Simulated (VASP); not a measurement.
Calculation: PBE GGA, VASP's PBE PAW potentials (set 64) (plane waves; VASP).

VASP ran on this input.

KPOINTS:
```
Automatic
0
G
 7 7 7
0 0 0
```

**POSCAR**
```
MnS
1.0
  5.0233216387   2.5056859915   2.5056859915
  2.5056859915   5.0233216387   2.5056859915
  2.5056859915   2.5056859915   5.0233216387
Mn S
2 2
Cart
  0.0000000000   0.0000000000   0.0000000000
  5.0173468109   5.0173468109   5.0173468109
  2.5086734054   2.5086734054   2.5086734054
  7.5260202163   7.5260202163   7.5260202163
```

**INCAR**
```
SYSTEM = MnS
PREC = Accurate
ENCUT = 520
EDIFF = 1E-7
NELM = 100
ALGO = Normal
LREAL = .FALSE.
LASPH = .TRUE.
ISMEAR = 0
SIGMA = 0.05
GGA = PE
LMAXMIX = 4
ISPIN = 2
MAGMOM = 4.1 -4.1 0.0 0.0
LORBIT = 10
LWAVE = .FALSE.
LCHARG = .FALSE.
ISIF = 4
IBRION = 2
NSW = 30
EDIFFG = -0.01
```

POTCAR, in this order: Mn_pv S (PBE.64 set). Program: vasp_std.

Task: Predict the energy per atom (σ→0), cell moment.

Result: 
```yaml
energy per atom (σ→0): -7.094 eV/atom
cell_moment: 0.00 μB
```

File OSZICAR:
```
...
DAV:   1    -0.283781070985E+02   -0.32062E-02   -0.16497E-01  4076   0.342E+00    0.462E-01
DAV:   2    -0.283759500836E+02    0.21570E-02   -0.42952E-03  4597   0.658E-01    0.266E-01
DAV:   3    -0.283752685065E+02    0.68158E-03   -0.82046E-04  5678   0.308E-01    0.143E-01
DAV:   4    -0.283751696675E+02    0.98839E-04   -0.23485E-04  5287   0.119E-01    0.386E-02
DAV:   5    -0.283751708158E+02   -0.11483E-05   -0.11003E-05  4922   0.327E-02    0.243E-02
DAV:   6    -0.283751713944E+02   -0.57863E-06   -0.10479E-06  4806   0.847E-03    0.924E-03
DAV:   7    -0.283751714461E+02   -0.51652E-07   -0.21501E-07  4071   0.398E-03
   3 F= -.28375171E+02 E0= -.28375171E+02  d E =-.648485E-03  mag=     0.0000
```

The compound is MnS in the rock salt, AFM-II order structure. This cell is one point of a volume scan, at 0.94 of the reference volume. Symmetry was kept, so distortions that lower it aren't found.
